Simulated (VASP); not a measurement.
Data:

```
CELL_PARAMETERS angstrom
      0.00000     2.30631     2.30631
      2.30631     0.00000     2.30631
      2.30631     2.30631     0.00000
ATOMIC_POSITIONS crystal
  Pb 0.00000 0.00000 0.00000
```

All values below come from PBE GGA, VASP's PBE PAW potentials (set 64) (plane waves; VASP). Settings: 500 eV cut-off, 14×14×14 Γ-centred mesh, first-order Methfessel-Paxton smearing of 0.10 eV, potentials Pb_d.

Q: The ions, cell shape and volume at an external pressure of 20.0 GPa are relaxed. Give the cell that the relaxation ends in.

A: 
```
CELL_PARAMETERS angstrom
      0.00000     2.30725     2.30725
      2.30725     0.00000     2.30725
      2.30725     2.30725     0.00000
ATOMIC_POSITIONS crystal
  Pb 0.00000 0.00000 0.00000
```
Space group Fm-3m (225), at a tolerance of 0.03 Å.

Q: How do energy and volume change from the first to the last step?

A: The energy (σ→0) changes by -3.8 meV/atom and the volume by +0.1 %, in 3 ionic steps.

The compound is Pb in the fcc structure. This run relaxes it under an external pressure of 20 GPa. Symmetry was kept, so distortions that lower it aren't found.
